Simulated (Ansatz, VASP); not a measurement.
# H15C19 (amorphous poly(p-phenylene) at 300 K) in two plane-wave programs

Aim: how closely do two programs agree when they are given the same cell, functional and k mesh? Of the first pair: The structure shown is the start of the Ansatz relaxation below; VASP solves that cell, so the two are compared at the walk's first step.

Program: Ansatz 0.2.0. Level of theory: plane waves, with VASP 6.6.1 beside it; single point at PBE with D3(BJ). Results are calculated unless marked as measured.

## 1. The starting structure

The cell holds 204 atoms: 114 C and 90 H. Cell: a = 12.642 Å, b = 12.642 Å, c = 12.642 Å, α = 90.0°, β = 90.0°, γ = 90.0°. As first built, before any earlier steps moved the atoms (in the runner's words): 3 poly(p-phenylene) chains of 6 units placed at random, at 1.2 g/cm^3; overlaps pushed apart, then 20 ps at 800 K with MMFF94 bonds, angles, torsions, charges and radii (Halgren, J. Comput. Chem. 17, 490 (1996)) in harmonic and 12-6 forms; charges of ions scaled by 0.8. Snapshot after 30 ps at 300 K and fixed volume.

## 2. Ansatz: relaxation, PBE with D3(BJ)

Ansatz runs on its default PAW (the set named soft_2) files.

The two programs are compared at the cell with which this relaxation starts, whose forces are those of its first step.

The input, input.yaml:

```yaml
crystal:
  lattice:
    - [12.64167, 0.0, 0.0]
    - [0.0, 12.64167, 0.0]
    - [0.0, 0.0, 12.64167]
  atoms:
    - { symbol: C, position: [0.54645, 0.38292, 0.90408] }
    - { symbol: C, position: [0.5385, 0.26673, 0.87139] }
    - { symbol: C, position: [0.62484, 0.20412, 0.86427] }
    - { symbol: C, position: [0.61594, 0.10813, 0.81415] }
    - { symbol: C, position: [0.51986, 0.06506, 0.78305] }
    - { symbol: C, position: [0.433, 0.12976, 0.78919] }
    - { symbol: C, position: [0.43817, 0.23118, 0.83266] }
    - { symbol: C, position: [0.51431, 0.9589, 0.73629] }
    - { symbol: C, position: [0.57442, 0.87949, 0.77898] }
    - { symbol: C, position: [0.57028, 0.77618, 0.74539] }
    - { symbol: C, position: [0.5097, 0.75141, 0.65455] }
    - { symbol: C, position: [0.45413, 0.83268, 0.60671] }
    - { symbol: C, position: [0.45101, 0.93452, 0.64768] }
    - { symbol: C, position: [0.51741, 0.64456, 0.6172] }
    - { symbol: C, position: [0.53836, 0.62699, 0.51136] }
    - { symbol: C, position: [0.55286, 0.5282, 0.46703] }
    - { symbol: C, position: [0.5396, 0.43743, 0.53124] }
    - { symbol: C, position: [0.50751, 0.45482, 0.63736] }
    - { symbol: C, position: [0.50144, 0.55708, 0.68204] }
    - { symbol: C, position: [0.53806, 0.32895, 0.49113] }
    - { symbol: C, position: [0.59108, 0.24736, 0.5438] }
    - { symbol: C, position: [0.58891, 0.14287, 0.50393] }
    - { symbol: C, position: [0.52848, 0.12019, 0.41388] }
    - { symbol: C, position: [0.46198, 0.19712, 0.3715] }
    - { symbol: C, position: [0.46265, 0.29867, 0.41451] }
    - { symbol: C, position: [0.5114, 0.01114, 0.37326] }
    - { symbol: C, position: [0.41408, 0.97224, 0.3432] }
    - { symbol: C, position: [0.4069, 0.87095, 0.30075] }
    - { symbol: C, position: [0.49405, 0.80768, 0.28766] }
    - { symbol: C, position: [0.59006, 0.84452, 0.31504] }
[... 168 atom lines left out ...]
    - { symbol: H, position: [0.38971, 0.13294, 0.0995] }
    - { symbol: H, position: [0.62539, 0.88728, 0.06696] }
    - { symbol: H, position: [0.49949, 0.77834, 0.97461] }
    - { symbol: H, position: [0.55097, 0.16181, 0.16954] }
    - { symbol: H, position: [0.65098, 0.05228, 0.17925] }
    - { symbol: H, position: [0.63823, 0.13006, 0.06114] }
kpoints:
  mp_grid: { grid: [1, 1, 1] }
hamiltonian:
  xc: pbe
  dispersion: d3bj
scf:
  occupations: { method: fixed }
output:
  forces: true
relax:
  f_tol: 0.05
  max_steps: 200
```

On the command line:

```
$ ansatz run input.yaml --threads 4 --pin off --max-ram 8192MiB --backend cpu --events-out ev --progress --plain --runs-dir out
```

Numbers of over 12 decimals in the logs are rounded to 6 here.

Output:

```text
Engine: ansatz 0.2.0, x86_64-unknown-linux-gnu
Pseudopotentials: kind: paw
Pseudopotential: C, paw, valence charge 4, recommended cutoff 420 eV (normal), C.paw.azcp
Pseudopotential: H, paw, valence charge 1, recommended cutoff 420 eV (normal), H.paw.azcp
Functional definition: PBE
  parameter kappa = 0.804
  parameter beta = 0.066725
  exchange = pbe_x(kappa = kappa, mu = beta*pi^2/3)
  correlation = pbe_c(beta = beta)
Crystal: 204 atoms, lattice volume = 2020.288 Å³
Basis set: ecut = 420 eV, 39607 PW (Γ), exchange–correlation on 180×180×180 points (8 copies of the dense FFT grid, shifted against one another)
Bands: 477, of which v1, the nominal top of the filled ones, is band 273 counted from 1 (272 counted from 0)
Symmetry: 1 space group operations
Space group: P1 (ITA 1), of the structure as read, at distance tolerance 1.3e-4 Å
k-points: 1
Non-local potential: C, projectors of the file, l = 0: 2, l = 1: 2, l = 2: 1
Non-local potential: H, projectors of the file, l = 0: 2, l = 1: 1
PAW form: soft (Blöchl's): semilocal exchange-correlation on the pseudo side does not see the compensation charge
PAW one-centre angular grid: C, 110 points (default); XC on 64 Gauss nodes
PAW one-centre angular grid: H, 110 points (default); XC on 64 Gauss nodes
Initial density: superposition of atomic densities (neutral atoms: chi_scale 0, normalization atom), corrected by the library's trained network
Initial wavefunctions: pseudopotential atomic-orbital guess
Functional: x = pbe(κ = 0.804, μ = 0.219515), c = pbe(β = 0.066725)
SCF iter   1: F=—  HF=-30044.937531 eV  |F-HF|=—  |Δ(HF+E_count)|=         —  Δρ=3.72e-3  dr2=3.76e-1  ethr=1.77e-3  ⟨swp⟩=5.0  Hψ=1498  notcnv=0  defer=200
preconditioner: auto → Resta (q_TF=auto, 2.194 Å⁻¹)  ε∞=2.6  [insulator: Δε(μ)=2.681 eV  Ē_g=15.493 eV  n_scr=364 (ndim 8)  ℏωp=19.3 eV  f_vac=0.166  ε∞_Penn≈2.6]
SCF iter   2: F=—  HF=-30044.901427 eV  |F-HF|=—  |Δ(HF+E_count)|=   3.61e-2  Δρ=1.87e-3  dr2=6.76e-2  ethr=6.89e-5  ⟨swp⟩=3.0  Hψ=744  notcnv=0  defer=200
SCF iter   3: F=—  HF=-30044.916057 eV  |F-HF|=—  |Δ(HF+E_count)|=   1.46e-2  Δρ=7.09e-4  dr2=1.29e-2  ethr=1.24e-5  ⟨swp⟩=3.0  Hψ=458  notcnv=0  defer=81
automatic band count: iteration 3 solves 356 bands in place of 477: the levels show a gap, and the empty bands left out lie too high to hold charge; the band table lists the bands solved (type scf.n_extra_bands for more)
SCF iter   4: F=—  HF=-30044.918817 eV  |F-HF|=—  |Δ(HF+E_count)|=   2.76e-3  Δρ=2.09e-4  dr2=1.48e-3  ethr=2.36e-6  ⟨swp⟩=2.0  Hψ=573  notcnv=0  defer=81
SCF iter   5: F=—  HF=-30044.919224 eV  |F-HF|=—  |Δ(HF+E_count)|=   4.08e-4  Δρ=8.72e-5  dr2=2.53e-4  ethr=2.72e-7  ⟨swp⟩=2.0  Hψ=518  notcnv=0  defer=81
SCF iter   6: F=-30044.919270 eV  HF=-30044.919269 eV  |F-HF|=8.59e-7  |Δ(HF+E_count)|=   4.45e-5  Δρ=3.25e-5  dr2=3.03e-5  ethr=1.14e-8  ⟨swp⟩=2.0  Hψ=1170  notcnv=0
SCF 1 converged in 6 iterations: F = -30044.919270 eV  dr2 = 3.03e-5
  greatest PAW one-centre occupation: 0.703 electrons in one spin orbital (limit 2), on the C atom at site 86 (counted from 0), in its partial waves of l = 0
relax step   1: F+E_penalty+E_count = -30044.91926972 eV  Δ(F+E_penalty+E_count) = +0.000e0 eV  max|allowed force component| = 5.293e0 eV/Å  Δτ_max = 0.0000 Å  (6 SCF iters, dr2 threshold 6.25e-5 eV, accepted)
Initial density: handed on by an earlier stage of this run
Initial wavefunctions: those handed on with the density
iter 1 solved again at ethr=1.14e-3 eV; its pass at ethr=3.10e-3 eV (dr2=6.21e0 eV) is discarded
SCF iter   1: F=—  HF=-30053.210952 eV  |F-HF|=—  |Δ(HF+E_count)|=         —  Δρ=2.40e-2  dr2=6.27e0  ethr=1.14e-3  ⟨swp⟩=1.0  Hψ=1316  notcnv=0  defer=79
automatic band count: iteration 1 solves 356 bands in place of 477: the levels show a gap, and the empty bands left out lie too high to hold charge; the band table lists the bands solved (type scf.n_extra_bands for more)
preconditioner: auto → Resta (q_TF=auto, 2.194 Å⁻¹)  ε∞=3.4  [insulator: Δε(μ)=2.530 eV  Ē_g=12.493 eV  n_scr=364 (ndim 8)  ℏωp=19.3 eV  f_vac=0.166  ε∞_Penn≈3.4]
SCF iter   2: F=—  HF=-30051.908614 eV  |F-HF|=—  |Δ(HF+E_count)|=    1.30e0  Δρ=1.14e-2  dr2=1.16e0  ethr=1.14e-3  ⟨swp⟩=3.0  Hψ=526  notcnv=0  defer=81
SCF iter   3: F=—  HF=-30051.711567 eV  |F-HF|=—  |Δ(HF+E_count)|=   1.97e-1  Δρ=2.14e-3  dr2=7.51e-2  ethr=2.13e-4  ⟨swp⟩=3.0  Hψ=552  notcnv=0  defer=81
SCF iter   4: F=—  HF=-30051.701123 eV  |F-HF|=—  |Δ(HF+E_count)|=   1.04e-2  Δρ=5.04e-4  dr2=4.69e-3  ethr=1.38e-5  ⟨swp⟩=2.0  Hψ=588  notcnv=0  defer=81
SCF iter   5: F=—  HF=-30051.701695 eV  |F-HF|=—  |Δ(HF+E_count)|=   5.72e-4  Δρ=1.53e-4  dr2=7.40e-4  ethr=8.59e-7  ⟨swp⟩=2.0  Hψ=507  notcnv=0  defer=81
SCF iter   6: F=—  HF=-30051.701719 eV  |F-HF|=—  |Δ(HF+E_count)|=   2.42e-5  Δρ=5.39e-5  dr2=1.09e-4  ethr=1.36e-7  ⟨swp⟩=2.0  Hψ=540  notcnv=0  defer=81
[...]
- { symbol: C, position: [0.812694, 0.409778, -0.00786142] }
    - { symbol: C, position: [0.810159, 0.356860, 0.088018] }
    - { symbol: C, position: [0.814801, 0.575351, 0.883654] }
    - { symbol: C, position: [0.776489, 0.524597, 0.792118] }
    - { symbol: C, position: [0.770659, 0.576918, 0.695630] }
    - { symbol: C, position: [0.803377, 0.682176, 0.685417] }
    - { symbol: C, position: [0.843608, 0.732108, 0.775628] }
    - { symbol: C, position: [0.849294, 0.680464, 0.872572] }
    - { symbol: C, position: [0.792182, 0.739257, 0.582128] }
    - { symbol: H, position: [0.038456, 0.755632, 0.539185] }
    - { symbol: H, position: [0.024273, 0.891767, 0.568806] }
    - { symbol: H, position: [0.149317, 0.839912, 0.529884] }
    - { symbol: H, position: [0.199405, 0.848989, 0.349296] }
    - { symbol: H, position: [0.159054, 0.892622, 0.162531] }
    - { symbol: H, position: [0.828518, 0.915726, 0.242177] }
    - { symbol: H, position: [0.869636, 0.872049, 0.426859] }
    - { symbol: H, position: [0.069958, 0.843261, -0.00656292] }
    - { symbol: H, position: [0.027549, 0.919761, 0.820223] }
    - { symbol: H, position: [0.815074, 0.140717, 0.968107] }
    - { symbol: H, position: [0.855829, 0.063023, 0.141815] }
    - { symbol: H, position: [0.871770, 0.945307, 0.690466] }
    - { symbol: H, position: [0.836199, 0.034958, 0.521751] }
    - { symbol: H, position: [0.883999, 0.336580, 0.672778] }
    - { symbol: H, position: [0.917955, 0.246145, 0.841448] }
    - { symbol: H, position: [0.768873, 0.386799, 0.549116] }
    - { symbol: H, position: [0.749388, 0.480077, 0.380509] }
    - { symbol: H, position: [0.883490, 0.212038, 0.218602] }
    - { symbol: H, position: [0.901733, 0.118519, 0.386543] }
    - { symbol: H, position: [0.828849, 0.567831, 0.252589] }
    - { symbol: H, position: [0.824680, 0.661842, 0.083730] }
    - { symbol: H, position: [0.812319, 0.363945, 0.919328] }
    - { symbol: H, position: [0.805114, 0.270918, 0.088234] }
    - { symbol: H, position: [0.747904, 0.443436, 0.796406] }
[...]
- { symbol: C, position: [0.198798, 0.126301, 0.451602] }
    - { symbol: C, position: [0.194704, 0.166829, 0.563116] }
    - { symbol: C, position: [0.162325, 0.100360, 0.645667] }
    - { symbol: C, position: [0.149917, 0.138662, 0.747850] }
    - { symbol: C, position: [0.166967, 0.245880, 0.771286] }
    - { symbol: C, position: [0.203395, 0.311708, 0.689568] }
    - { symbol: C, position: [0.218393, 0.272217, 0.587827] }
    - { symbol: C, position: [0.145538, 0.287149, 0.878166] }
    - { symbol: C, position: [0.161800, 0.225308, 0.968963] }
    - { symbol: C, position: [0.142575, 0.265287, 0.069472] }
    - { symbol: C, position: [0.104555, 0.368880, 0.084577] }
    - { symbol: C, position: [0.085763, 0.429627, 0.993323] }
    - { symbol: C, position: [0.106180, 0.389991, 0.892885] }
    - { symbol: C, position: [0.089906, 0.413073, 0.191669] }
    - { symbol: C, position: [0.088920, 0.522995, 0.209102] }
[...]
- { symbol: C, position: [0.215662, 0.810905, 0.782078] }
    - { symbol: C, position: [0.392069, 0.890947, 1.007371] }
    - { symbol: C, position: [0.366301, 0.996554, 0.030355] }
    - { symbol: C, position: [0.439011, 0.064325, 0.077296] }
    - { symbol: C, position: [0.540912, 0.029383, 0.103500] }
    - { symbol: C, position: [0.565559, 0.923217, 0.083823] }
    - { symbol: C, position: [0.492627, 0.854901, 0.037292] }
    - { symbol: C, position: [0.621261, 0.104006, 0.149031] }
[...]
- { symbol: H, position: [0.183231, 0.848463, 0.711597] }
    - { symbol: H, position: [0.287943, 0.025855, 0.00952974] }
    - { symbol: H, position: [0.416904, 0.146395, 0.092130] }
    - { symbol: H, position: [0.644148, 0.893757, 0.104200] }
    - { symbol: H, position: [0.515303, 0.773505, 1.020048] }
    - { symbol: H, position: [0.584858, 0.163876, 0.200117] }
    - { symbol: H, position: [0.680404, 0.061842, 0.196383] }
    - { symbol: H, position: [0.662559, 0.146328, 0.085181] }
```

## 3. VASP: single point, PBE with D3(BJ), start cell, pair 1

The same cell, functional and mesh now go to VASP, with its own data sets.

Lines of VASP's logs that name or quote its potential files are left out, and so is its time.

The input, INCAR:

```
SYSTEM = H15C19
PREC = Accurate
ENCUT = 520
EDIFF = 1E-06
NELM = 120
ISMEAR = 0
SIGMA = 0.01
LREAL = Auto
ALGO = Normal
GGA = PE
IVDW = 12
NBANDS = 415
LORBIT = 11
LWAVE = .FALSE.
LCHARG = .FALSE.
ISIF = 2
LASPH = .TRUE.
GGA_COMPAT = .FALSE.
EFERMI = MIDGAP
```

The input, POSCAR:

```
H15C19
1.0
   12.6416700000      0.0000000000      0.0000000000
    0.0000000000     12.6416700000      0.0000000000
    0.0000000000      0.0000000000     12.6416700000
C H
114 90
Direct
    0.5464467907      0.3829161812      0.9040815019
    0.5384968916      0.2667290002      0.8713880365
    0.6248383323      0.2041186014      0.8642687240
    0.6159391916      0.1081265371      0.8141487636
    0.5198601134      0.0650626064      0.7830531884
    0.4329965898      0.1297613369      0.7891916179
    0.4381699570      0.2311798995      0.8326589762
    0.5143070496      0.9589002086      0.7362872152
    0.5744177787      0.8794882322      0.7789793595
    0.5702806670      0.7761790966      0.7453920249
    0.5097032275      0.7514117992      0.6545495967
    0.4541330378      0.8326827073      0.6067078163
    0.4510084506      0.9345205183      0.6476834152
    0.5174079058      0.6445588281      0.6171969368
    0.5383624157      0.6269899467      0.5113564901
    0.5528620823      0.5281976195      0.4670269039
    0.5395964299      0.4374263843      0.5312431032
    0.5075120613      0.4548212380      0.6373604120
    0.5014369146      0.5570782974      0.6820380535
    0.5380618225      0.3289517920      0.4911297321
    0.5910769701      0.2473565597      0.5437968243
    0.5889095349      0.1428687824      0.5039286740
    0.5284823920      0.1201898167      0.4138772805
    0.4619801023      0.1971179441      0.3715015500
    0.4626524818      0.2986709826      0.4145101082
    0.5114039522      0.0111377690      0.3732576471
    0.4140829495      0.9722370541      0.3431983274
    0.4069003541      0.8709529674      0.3007514039
    0.4940486502      0.8076780995      0.2876597791
    0.5900565353      0.8445165868      0.3150374911
[... 168 atom lines left out ...]
    0.3897111695      0.1329412965      0.0994963482
    0.6253920566      0.8872799243      0.0669610898
    0.4994909692      0.7783386214      0.9746101583
    0.5509715093      0.1618061538      0.1695424734
    0.6509820301      0.0522794852      0.1792484695
    0.6382305502      0.1300619301      0.0611390742
```

The input, KPOINTS:

```
Automatic mesh
0
Gamma
1 1 1
0 0 0
```

The projector-augmented-wave data sets are C and H (PBE family, release 64).

On the command line:

```
$ export OMP_NUM_THREADS=3
$ mpirun -np 1 vasp_gam
```

Output:

```text
[banner, memory and clock lines left out]
running    1 mpi-ranks, on    1 nodes
[...]
Offloading initialized ...    1 GPUs detected
[...]
LDA part: xc-table for (Slater+PW92), standard interpolation
 POSCAR, INCAR and KPOINTS ok, starting setup
[...]
entering main loop
       N       E                     dE             d eps       ncg     rms          rms(c)
DAV:   1     0.363943970698E+04    0.36394E+04   -0.28546E+05   846   0.123E+03
DAV:   2    -0.104506502530E+04   -0.46845E+04   -0.44113E+04  1029   0.288E+02
DAV:   3    -0.146973187128E+04   -0.42467E+03   -0.41946E+03  1044   0.865E+01
DAV:   4    -0.148077511910E+04   -0.11043E+02   -0.11002E+02  1020   0.158E+01
[...]
DAV:  17    -0.134962130252E+04    0.30032E-05   -0.14845E-05  1132   0.116E-02    0.462E-03
DAV:  18    -0.134962130274E+04   -0.22298E-06   -0.10905E-05  1060   0.749E-03    0.249E-03
DAV:  19    -0.134962130289E+04   -0.15312E-06   -0.23702E-06   836   0.308E-03
   1 F= -.13652692E+04 E0= -.13652692E+04  d E =0.000000E+00
```

From OUTCAR (step 3):

```text
  FREE ENERGIE OF THE ION-ELECTRON SYSTEM (eV)
  ---------------------------------------------------
  free  energy   TOTEN  =     -1365.2692208275 eV

  energy  without entropy=    -1365.2692208275  energy(sigma->0) =    -1365.26922083
```

The run ends at a pressure of 4.34 GPa, with forces up to 5.5 eV/Å.

## 4. Differences

Known differences besides the potentials themselves: fixed occupations in Ansatz, narrow Gaussian smearing in VASP; the cutoff is 420 eV in Ansatz and 520 eV in VASP (PREC = Accurate, projectors in real space). Total energies have different zeros and are not compared.

Forces on 10 of the 204 atoms, those with the largest forces and the largest differences (eV/Å; atoms numbered as in POSCAR):

| atom | Ansatz x, y, z | VASP x, y, z |
| --- | --- | --- |
| C2 | -2.496, 2.643, 0.271 | -2.500, 2.663, 0.280 |
| C33 | 0.258, 3.319, 1.544 | 0.282, 3.346, 1.531 |
| C34 | 1.907, -2.422, -2.042 | 1.914, -2.441, -2.061 |
| C41 | 3.510, 2.022, -2.304 | 3.530, 2.023, -2.313 |
| C48 | -0.028, 0.495, 2.522 | -0.007, 0.469, 2.479 |
| C51 | 1.308, -0.684, -0.550 | 1.281, -0.674, -0.510 |
| C52 | -1.430, -5.293, 0.484 | -1.432, -5.308, 0.497 |
| C85 | -0.228, -0.787, -0.303 | -0.200, -0.827, -0.315 |
| C105 | -1.342, 3.262, -0.964 | -1.338, 3.267, -0.955 |
| C114 | 3.954, 1.782, 0.128 | 3.957, 1.789, 0.134 |

The forces differ by 14 meV/Å r.m.s., which is 1.4 % of the r.m.s. force of 1.012 eV/Å (both taken over all components).

[end of part 1 of 2]

[Lines on the potential files, build, host, timing and source positions are cut from VASP's logs without a mark.]

[Logs are printed without paths, hosts, clocks, repeated set-up lines and the standing remarks that a program may print on its own settings, such as how far it seeks lower states.]

[Hosts, paths, dates, database ids (printed as entryN), source tags and the programs' standing remarks are cut or masked in the printed files.]

[The MMFF94 radii named for the starting cell were scaled by 0.96; in molecules described by MMFF94, hydrogen bound to N, O or S took a small fixed 12-6 site in their place.]
